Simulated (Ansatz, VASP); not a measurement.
# Cross-check of Cs4Na3Cl3F4 between VASP and Ansatz

One calculation is typed for both programs; each brings its own data sets. How far apart do they land? The structure shown is frame 23 of Ansatz's trajectory.

Program: Ansatz 0.2.0. Level of theory: plane waves, with VASP 6.6.1 beside it; single point at RPBE. Results are calculated unless marked as measured.

## (1) The starting structure

The cell holds 84 atoms: 18 Na, 24 Cs, 24 F and 18 Cl. Its edges and angles: a = 14.539 Å, b = 14.539 Å, c = 14.539 Å, α = 90.0°, β = 90.0°, γ = 90.0°.

## (2) Ansatz: dynamics, RPBE

Ansatz runs on its default PAW (the set named soft_2) files.

One frame of this run of dynamics is then solved in both programs, so the motion causes no difference.

Input file input.yaml:

```yaml
crystal:
  lattice:
    - [14.5393, 0.0, 0.0]
    - [0.0, 14.5393, 0.0]
    - [0.0, 0.0, 14.5393]
  atoms:
    - { symbol: Na, position: [0.14345, 0.1698, 0.34069] }
    - { symbol: Na, position: [0.57634, 0.34944, 0.44028] }
    - { symbol: Na, position: [0.55452, 0.88451, 0.6204] }
    - { symbol: Na, position: [0.58787, 0.63696, 0.8076] }
    - { symbol: Na, position: [0.37002, 0.18837, 0.31716] }
    - { symbol: Na, position: [0.01562, 0.36622, 0.52734] }
    - { symbol: Na, position: [0.27705, 0.48407, 0.38103] }
    - { symbol: Na, position: [0.89576, 0.21442, 0.86125] }
    - { symbol: Na, position: [0.06755, 0.33429, 0.18025] }
    - { symbol: Na, position: [0.11453, 0.81307, 0.9753] }
    - { symbol: Na, position: [0.27467, 0.68131, 0.84162] }
    - { symbol: Na, position: [0.09148, 0.1336, 0.0267] }
    - { symbol: Na, position: [0.41588, 0.712, 0.4718] }
    - { symbol: Na, position: [0.03136, 0.12268, 0.53675] }
    - { symbol: Na, position: [0.14998, 0.72157, 0.62359] }
    - { symbol: Na, position: [0.77025, 0.2042, 0.56161] }
    - { symbol: Na, position: [0.27169, 0.30994, 0.54632] }
    - { symbol: Na, position: [0.23373, 0.65559, 0.12546] }
    - { symbol: Cs, position: [0.28465, 0.37392, 0.16595] }
    - { symbol: Cs, position: [0.55505, 0.57865, 0.19941] }
    - { symbol: Cs, position: [0.01243, 0.94744, 0.80784] }
    - { symbol: Cs, position: [0.17113, 0.27214, 0.83023] }
    - { symbol: Cs, position: [0.85124, 0.84102, 0.49076] }
    - { symbol: Cs, position: [0.25881, 0.98734, 0.75687] }
    - { symbol: Cs, position: [0.65755, 0.90534, 0.09819] }
    - { symbol: Cs, position: [0.30825, 0.87359, 0.29012] }
    - { symbol: Cs, position: [0.07666, 0.55934, 0.92942] }
    - { symbol: Cs, position: [0.7031, 0.54857, 0.46928] }
    - { symbol: Cs, position: [0.5106, 0.17145, 0.67532] }
    - { symbol: Cs, position: [0.72133, 0.40191, 0.96378] }
    - { symbol: Cs, position: [0.82134, 0.41624, 0.24185] }
    - { symbol: Cs, position: [0.07311, 0.58586, 0.32317] }
    - { symbol: Cs, position: [0.58879, 0.00478, 0.35551] }
    - { symbol: Cs, position: [0.43824, 0.45574, 0.69611] }
    - { symbol: Cs, position: [0.34146, 0.97964, 0.05583] }
    - { symbol: Cs, position: [0.80868, 0.7121, 0.77636] }
    - { symbol: Cs, position: [0.87979, 0.7309, 0.16042] }
    - { symbol: Cs, position: [0.07276, 0.92425, 0.34495] }
    - { symbol: Cs, position: [0.88372, 0.14804, 0.2456] }
    - { symbol: Cs, position: [0.44583, 0.85468, 0.8607] }
    - { symbol: Cs, position: [0.5195, 0.16745, 0.08868] }
    - { symbol: Cs, position: [0.30869, 0.99704, 0.52552] }
    - { symbol: F, position: [0.13228, 0.23994, 0.50026] }
    - { symbol: F, position: [0.09267, 0.76142, 0.20183] }
    - { symbol: F, position: [0.13001, 0.49143, 0.12924] }
    - { symbol: F, position: [0.73452, 0.54624, 0.82344] }
    - { symbol: F, position: [0.94054, 0.24912, 0.64461] }
    - { symbol: F, position: [0.19223, 0.68821, 0.97774] }
    - { symbol: F, position: [0.27107, 0.31724, 0.36293] }
    - { symbol: F, position: [0.46342, 0.8889, 0.47571] }
    - { symbol: F, position: [0.2076, 0.80945, 0.77979] }
    - { symbol: F, position: [0.94165, 0.05993, 0.41945] }
    - { symbol: F, position: [0.29437, 0.56024, 0.24123] }
    - { symbol: F, position: [0.43922, 0.02992, 0.228] }
    - { symbol: F, position: [0.73528, 0.55159, 0.13399] }
    - { symbol: F, position: [0.43046, 0.67643, 0.78897] }
    - { symbol: F, position: [0.44893, 0.31561, 0.55709] }
    - { symbol: F, position: [0.52784, 0.00352, 0.9902] }
    - { symbol: F, position: [0.09898, 0.17114, 0.18565] }
    - { symbol: F, position: [0.10343, 0.00373, 0.6355] }
    - { symbol: F, position: [0.44133, 0.96824, 0.68577] }
    - { symbol: F, position: [0.76511, 0.36527, 0.45932] }
    - { symbol: F, position: [0.92988, 0.07253, 0.92597] }
    - { symbol: F, position: [0.77587, 0.27652, 0.13917] }
    - { symbol: F, position: [0.14852, 0.98852, 0.9558] }
    - { symbol: F, position: [0.21999, 0.04294, 0.36242] }
    - { symbol: Cl, position: [0.86989, 0.65382, 0.36677] }
    - { symbol: Cl, position: [0.18657, 0.50053, 0.53297] }
    - { symbol: Cl, position: [0.42306, 0.75238, 0.09416] }
    - { symbol: Cl, position: [0.61204, 0.2717, 0.8445] }
    - { symbol: Cl, position: [0.77139, 0.93761, 0.29762] }
    - { symbol: Cl, position: [0.23115, 0.78108, 0.46008] }
    - { symbol: Cl, position: [0.66596, 0.79496, 0.91222] }
    - { symbol: Cl, position: [0.6848, 0.01873, 0.5645] }
    - { symbol: Cl, position: [0.94752, 0.71703, 0.93077] }
    - { symbol: Cl, position: [0.99827, 0.33678, 0.34123] }
    - { symbol: Cl, position: [0.28953, 0.18312, 0.70441] }
    - { symbol: Cl, position: [0.25824, 0.48504, 0.82318] }
    - { symbol: Cl, position: [0.99246, 0.79021, 0.65658] }
    - { symbol: Cl, position: [0.29207, 0.19515, 0.03772] }
    - { symbol: Cl, position: [0.9966, 0.31873, 0.96083] }
    - { symbol: Cl, position: [0.64502, 0.67731, 0.61918] }
    - { symbol: Cl, position: [0.50414, 0.53101, 0.4127] }
    - { symbol: Cl, position: [0.50802, 0.29154, 0.28429] }
kpoints:
  mp_grid: { grid: [1, 1, 1] }
hamiltonian:
  xc: rpbe
scf:
  occupations: { method: fixed }
output:
  forces: true
md:
  timestep: 1.0
  n_steps: 68
  ensemble: nvt_nose_hoover
  temperature: 300
  initial_velocities: maxwell_boltzmann
  seed: 3417
```

Started as:

```sh
> ansatz run input.yaml --threads 4 --pin off --max-ram 8192MiB --backend cpu --events-out ev --progress --plain --runs-dir out
```

Numbers of over 12 decimals in the logs are rounded to 6 here.

Output:

```text
Warning: md: disabling space-group detection — thermal motion breaks the input geometry's symmetry, so no spatial operation reduces the k-mesh or symmetrises the density; time reversal is kept, so that k and −k are solved as one point where they differ and the mesh holds both, and exact exchange and, on two spinor components, a DFT+U term hold to it where the run has them: on two components no moment then forms, and  [...]
Engine: ansatz 0.2.0, aarch64-unknown-linux-gnu
Pseudopotentials: kind: paw
Pseudopotential: Na, paw, valence charge 9, recommended cutoff 420 eV (normal), Na.paw.azcp
Pseudopotential: Cs, paw, valence charge 9, recommended cutoff 420 eV (normal), Cs.paw.azcp
Pseudopotential: F, paw, valence charge 7, recommended cutoff 420 eV (normal), F.paw.azcp
Pseudopotential: Cl, paw, valence charge 7, recommended cutoff 420 eV (normal), Cl.paw.azcp
Functional definition: RPBE
  parameter kappa = 0.804
  parameter beta = 0.066725
  exchange = rpbe_x(kappa = kappa, mu = beta*pi^2/3)
  correlation = pbe_c(beta = beta)
Crystal: 84 atoms, lattice volume = 3073.481 Å³
Basis set: ecut = 420 eV, 60245 PW (Γ), exchange–correlation on 200×200×200 points (8 copies of the dense FFT grid, shifted against one another)
Bands: 420, of which v1, the nominal top of the filled ones, is band 336 counted from 1 (335 counted from 0)
Symmetry: 1 space group operations
k-points: 1
Non-local potential: Na, projectors of the file, l = 0: 3, l = 1: 2, l = 2: 1
Non-local potential: Cs, projectors of the file, l = 0: 3, l = 1: 2, l = 2: 2, l = 3: 2
Non-local potential: F, projectors of the file, l = 0: 2, l = 1: 2, l = 2: 1
Non-local potential: Cl, projectors of the file, l = 0: 2, l = 1: 2, l = 2: 2
PAW form: soft (Blöchl's): semilocal exchange-correlation on the pseudo side does not see the compensation charge
PAW frozen core: Na, regenerated for the run's functional, and the local potential with it (the file was generated under x = pbe(κ = 0.804, μ = 0.219515), c = pbe(β = 0.066725))
PAW frozen core: Cs, regenerated for the run's functional, and the local potential with it (the file was generated under x = pbe(κ = 0.804, μ = 0.219515), c = pbe(β = 0.066725))
PAW frozen core: F, regenerated for the run's functional, and the local potential with it (the file was generated under x = pbe(κ = 0.804, μ = 0.219515), c = pbe(β = 0.066725))
PAW frozen core: Cl, regenerated for the run's functional, and the local potential with it (the file was generated under x = pbe(κ = 0.804, μ = 0.219515), c = pbe(β = 0.066725))
PAW one-centre angular grid: Na, 110 points (default); XC on 64 Gauss nodes
PAW one-centre angular grid: Cs, 194 points (default); XC on 64 Gauss nodes
PAW one-centre angular grid: F, 110 points (default); XC on 64 Gauss nodes
PAW one-centre angular grid: Cl, 110 points (default); XC on 64 Gauss nodes
Initial density: superposition of atomic densities (neutral atoms: chi_scale 0, normalization atom), corrected by the library's trained network
Initial wavefunctions: pseudopotential atomic-orbital guess
Functional: x = rpbe, c = pbe(β = 0.066725)
SCF iter   1: F=—  HF=-202193.257025 eV  |F-HF|=—  |Δ(HF+E_count)|=         —  Δρ=2.76e-3  dr2=3.50e-1  ethr=1.77e-3  ⟨swp⟩=6.0  Hψ=1347  notcnv=0  defer=80
preconditioner: auto → Resta (q_TF=auto, 2.118 Å⁻¹)  ε∞=2.8  [insulator: Δε(μ)=3.095 eV  Ē_g=10.238 eV  n_scr=484 (ndim 8)  ℏωp=13.9 eV  f_vac=0.285  ε∞_Penn≈2.8]
SCF iter   2: F=—  HF=-202193.192116 eV  |F-HF|=—  |Δ(HF+E_count)|=   6.49e-2  Δρ=1.52e-3  dr2=7.56e-2  ethr=5.21e-5  ⟨swp⟩=2.0  Hψ=713  notcnv=0  defer=82
SCF iter   3: F=—  HF=-202193.180260 eV  |F-HF|=—  |Δ(HF+E_count)|=   1.19e-2  Δρ=7.10e-4  dr2=2.78e-2  ethr=1.13e-5  ⟨swp⟩=3.0  Hψ=611  notcnv=0  defer=82
SCF iter   4: F=—  HF=-202193.173324 eV  |F-HF|=—  |Δ(HF+E_count)|=   6.94e-3  Δρ=2.17e-4  dr2=2.74e-3  ethr=4.14e-6  ⟨swp⟩=3.0  Hψ=570  notcnv=0  defer=82
SCF iter   5: F=—  HF=-202193.172392 eV  |F-HF|=—  |Δ(HF+E_count)|=   9.32e-4  Δρ=1.53e-4  dr2=6.12e-4  ethr=4.08e-7  ⟨swp⟩=3.0  Hψ=606  notcnv=0  defer=82
SCF iter   6: F=—  HF=-202193.172261 eV  |F-HF|=—  |Δ(HF+E_count)|=   1.31e-4  Δρ=7.39e-5  dr2=1.46e-4  ethr=9.11e-8  ⟨swp⟩=2.0  Hψ=607  notcnv=0  defer=82
SCF iter   7: F=—  HF=-202193.172237 eV  |F-HF|=—  |Δ(HF+E_count)|=   2.40e-5  Δρ=1.66e-5  dr2=1.09e-5  ethr=2.17e-8  ⟨swp⟩=2.0  Hψ=605  notcnv=0  defer=82
[...]
md step    55: t =    55.00 fs  T =   617.8 K  F+E_penalty+E_count = -202197.26435141 eV  E_kin = 6.628388 eV  conserved = -202189.95137693 eV  (2 SCF iters)
md step    56: t =    56.00 fs  T =   614.2 K  F+E_penalty+E_count = -202197.26426891 eV  E_kin = 6.589252 eV  conserved = -202189.95136007 eV  (3 SCF iters)
md step    57: t =    57.00 fs  T =   610.1 K  F+E_penalty+E_count = -202197.25966383 eV  E_kin = 6.545381 eV  conserved = -202189.95133928 eV  (2 SCF iters)
md step    58: t =    58.00 fs  T =   605.6 K  F+E_penalty+E_count = -202197.25101559 eV  E_kin = 6.497400 eV  conserved = -202189.95131428 eV  (3 SCF iters)
md step    59: t =    59.00 fs  T =   600.8 K  F+E_penalty+E_count = -202197.23886096 eV  E_kin = 6.445986 eV  conserved = -202189.95128691 eV  (2 SCF iters)
md step    60: t =    60.00 fs  T =   595.8 K  F+E_penalty+E_count = -202197.22379669 eV  E_kin = 6.391873 eV  conserved = -202189.95125514 eV  (7 SCF iters)
md step    61: t =    61.00 fs  T =   590.6 K  F+E_penalty+E_count = -202197.20648083 eV  E_kin = 6.335846 eV  conserved = -202189.95121748 eV  (3 SCF iters)
md step    62: t =    62.00 fs  T =   585.2 K  F+E_penalty+E_count = -202197.18763062 eV  E_kin = 6.278734 eV  conserved = -202189.95117614 eV  (3 SCF iters)
md step    63: t =    63.00 fs  T =   579.9 K  F+E_penalty+E_count = -202197.16801647 eV  E_kin = 6.221407 eV  conserved = -202189.95113290 eV  (3 SCF iters)
md step    64: t =    64.00 fs  T =   574.6 K  F+E_penalty+E_count = -202197.14844898 eV  E_kin = 6.164762 eV  conserved = -202189.95108711 eV  (3 SCF iters)
md step    65: t =    65.00 fs  T =   569.5 K  F+E_penalty+E_count = -202197.12975908 eV  E_kin = 6.109702 eV  conserved = -202189.95103544 eV  (2 SCF iters)
md step    66: t =    66.00 fs  T =   564.6 K  F+E_penalty+E_count = -202197.11277014 eV  E_kin = 6.057096 eV  conserved = -202189.95098600 eV  (3 SCF iters)
md step    67: t =    67.00 fs  T =   560.0 K  F+E_penalty+E_count = -202197.09826282 eV  E_kin = 6.007752 eV  conserved = -202189.95094783 eV  (3 SCF iters)
[...]
md step    68: t =    68.00 fs  T =   555.7 K  F+E_penalty+E_count = -202197.08693367 eV  E_kin = 5.962391 eV  conserved = -202189.95091691 eV  (7 SCF iters)
SCF converged after 7 iterations
Free energy (F): -202197.086934 eV
Harris-Foulkes:  -202197.086934 eV  (|F-HF|=3.46e-8)
Internal energy: -202197.086934 eV  (E = F + TS)
E sigma→0 (E₀):  -202197.086934 eV
Fermi energy:    0.833694 eV
--- Per-component energies (eV) ---
  E_band       = -7298.406324
  E_kinetic    = 13497.890665
  E_local      = -71120.436919  (includes V_loc(G=0)·N_el)
  E_nonlocal   = 5012.011850
  E_hartree    = 28329.493644
  E_xc         = -8823.119750
  E_vxc        = -8663.538634  (∫ρ·V_xc dr)
  E_paw        = -143360.749156  (= ΣΔE_a)
  E_vpaw       = -2683.357456  (= ΣTr[D̂ρ^β])
  E_aug_tail   = 0.050263  (compensation charges beyond the density's cutoff)
  E_ewald      = -25729.210331
  E_core_change = -3.017200  (= ΣΔE_core)
  E_smearing   = -0.000000  (= −TS)
  E_closure    = 0.000000  (closes the sum)
  Σ components = -202197.086934   (vs F -202197.086934, Δ=0.00e0)
--- Forces (eV/Å), atoms counted from 1 ---
  atom   1  Na     0.04767015    -0.26750325    -0.23548621
  atom   2  Na     0.53490549     0.08412090    -0.42597524
  atom   3  Na     0.17018942    -0.17422505     0.26299833
  atom   4  Na    -0.17837955    -0.58066109    -0.00643633
  atom   5  Na    -0.28949897     0.49227537     0.46657069
  atom   6  Na     0.53583856     0.08093547    -0.63687415
  atom   7  Na    -0.35577991    -0.04307910     0.48005178
  atom   8  Na     0.12184651    -0.12140817     0.52161399
  atom   9  Na    -0.46505340    -1.02279081     0.08563738
  atom  10  Na     0.58478888    -0.25150798     0.37996029
  atom  11  Na     0.06413656    -0.02498404     0.15214754
  atom  12  Na     0.08671345     0.19599703     0.34860087
  atom  13  Na    -0.31569840    -0.81318641     0.33194749
  atom  14  Na     0.26212622    -0.34516629    -0.28607945
  atom  15  Na    -0.16978437    -0.33431836    -0.60431082
  atom  16  Na    -1.80989569    -0.22235574    -1.13627135
  atom  17  Na     0.11314685     0.04233227    -0.01615650
  atom  18  Na    -0.05681126     0.00505778     0.10219024
  atom  19  Cs    -0.08010314     0.19035689    -0.27681649
  atom  20  Cs    -0.57471778    -0.05244996     0.09436972
  atom  21  Cs    -0.39651115     0.21205788    -0.15023400
  atom  22  Cs     0.23915401    -0.08804638    -0.15942484
  atom  23  Cs    -0.18754673     0.37253636    -0.03044476
  atom  24  Cs    -0.17326972     0.15855620    -0.04673306
[...]
atom  77  Cl    -0.61764144    -0.20153789     0.37589749
  atom  78  Cl    -0.13536122    -0.01181344     0.19987557
  atom  79  Cl    -0.01689655    -0.18256577    -0.11304012
  atom  80  Cl    -0.21564537     0.12848914    -0.19643074
  atom  81  Cl    -0.27142114     0.16231992    -0.22124310
  atom  82  Cl     0.03571778     0.30133417    -0.44020065
  atom  83  Cl     0.88664376     0.11709908     0.20701992
  atom  84  Cl    -0.33797900     0.02748064     0.01707572
  max |Σ_I F_I| component: 1.58e-4 eV/Å
--- MD trajectory: 68 steps, t = 0.0 → 68.0 fs ---
  final state: T = 555.7 K   F+E_penalty+E_count = -202197.08693367 eV   E_kin = 5.962391 eV
  conserved energy: peak-to-peak 9.130e-4 eV (1.087e-5 eV/atom) over 68.0 fs
```

Reading the cycles: dr2 is the Hartree energy of the density residual (eV), the measure of convergence; HF is the Harris–Foulkes estimate of the energy, which meets the free energy F at convergence.

(Part 1 of 2 ends here.)

[Lines on the potential files, build, host, timing and source positions are cut from VASP's logs without a mark.]

[Logs are printed without paths, hosts, clocks, repeated set-up lines and the standing remarks that a program may print on its own settings, such as how far it seeks lower states.]

[Hosts, paths, dates, database ids (printed as entryN), source tags and the programs' standing remarks are cut or masked in the printed files.]
